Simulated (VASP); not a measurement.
A convergence study with VASP on KCl (rock salt): one setting is varied, all else stays as given below, so the limit is that of these other settings. ε∞ is the independent-particle value.

```
KCl
1.0
    0.00000     3.14500     3.14500
    3.14500     0.00000     3.14500
    3.14500     3.14500     0.00000
K Cl
1 1
Direct
  0.00000   0.00000   0.00000
  0.50000   0.50000   0.50000
```

Calculation: PBE GGA, VASP's PBE PAW potentials (set 64) (plane waves; VASP). The tightest run used: 550 eV cut-off, 6×6×6 Γ-centred mesh, Gaussian smearing of 0.050 eV, potentials K_sv Cl.

The settings run are NBANDS = 9; NBANDS = 10; NBANDS = 12; NBANDS = 16; NBANDS = 24; NBANDS = 40; NBANDS = 72; NBANDS = 136. From which on does the mean ε∞ stay within 0.1  of the tightest run?

From NBANDS = 24 on: it is off by 0.02 there and by no more than 0.1 in any finer run, while NBANDS = 16 is off by 0.24.
```csv
setting,mean ε∞,bands,difference judged ()
NBANDS = 9,1.43,9,1.14
NBANDS = 10,1.65,10,0.93
NBANDS = 12,1.99,12,0.59
NBANDS = 16,2.34,16,0.24
NBANDS = 24,2.55,24,0.02
NBANDS = 40,2.57,40,0.00
NBANDS = 72,2.58,72,0.00
NBANDS = 136,2.58,136,0.00
```

Left out are rungs that failed or repeat a setting and relaxations that didn't move; long series are thinned to 24 rows.

The compound is KCl in the rock salt structure. The cell was not relaxed at this level.
